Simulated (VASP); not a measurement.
VASP ran on this input.

**INCAR**
```
! general
SYSTEM   = TiC
PREC     = Accurate
ENCUT    = 520
LREAL    = .False.   ! projection in real space or not
LASPH    = .True.   ! aspherical one-centre terms

! electronic loop
EDIFF    = 1E-7
NELM     = 100   ! most electronic steps
ALGO     = Normal
LMAXMIX  = 4   ! l cut-off of mixed one-centre charges

! smearing
ISMEAR   = 1
SIGMA    = 0.1   ! width (eV)

! functional
GGA      = CX
LUSE_VDW = .True.
AGGAC    = 0.0

! ions
ISIF     = 2   ! forces and stress, cell fixed

! output
LWAVE    = .False.
LCHARG   = .False.
```

### POSCAR
```
TiC
1
    0.0000000000     2.1100551304     2.1100551304
    2.1100551304     0.0000000000     2.1100551304
    2.1100551304     2.1100551304     0.0000000000
Ti C
1 1
Direct
  0.0000000000   0.0000000000   0.0000000000
  0.5000000000   0.5000000000   0.5000000000
```

### KPOINTS
```
Automatic mesh
0
Gamma
15 15 15
0 0 0
```

POTCAR, in this order: Ti_sv C (PBE.64 set). Program: vasp_std.

### Question
Write an equivalent input for Quantum ESPRESSO's pw.x.

### Answer
One equivalent input (not run):
```
&CONTROL
  calculation = 'scf'
  pseudo_dir = './pseudo'
  outdir = './out'
  tprnfor = .true.
  tstress = .true.
/
&SYSTEM
  ibrav = 0
  nat = 2
  ntyp = 2
  ecutwfc = 84
  occupations = 'smearing'
  smearing = 'methfessel-paxton'
  degauss = 0.00735
  input_dft = 'vdw-df-cx'
/
&ELECTRONS
  conv_thr = 7.3e-09
  electron_maxstep = 100
/
ATOMIC_SPECIES
  Ti 47.867 Ti.upf
  C 12.011 C.upf
CELL_PARAMETERS angstrom
     0.0000000    2.1100551    2.1100551
     2.1100551    0.0000000    2.1100551
     2.1100551    2.1100551    0.0000000
ATOMIC_POSITIONS crystal
  Ti   0.0000000  0.0000000  0.0000000
  C    0.5000000  0.5000000  0.5000000
K_POINTS automatic
  15 15 15 0 0 0
```
Limits of the translation: the potentials are each code's own (VASP's PAW set, PseudoDojo norm-conserving files in pw.x), so ENCUT and ecutwfc are chosen apart and not converted; conv_thr bounds pw.x's estimated SCF error, while EDIFF bounds the energy change between steps.

The compound is TiC in the rock salt structure. This cell is one point of a volume scan, at 0.94 of the reference volume.
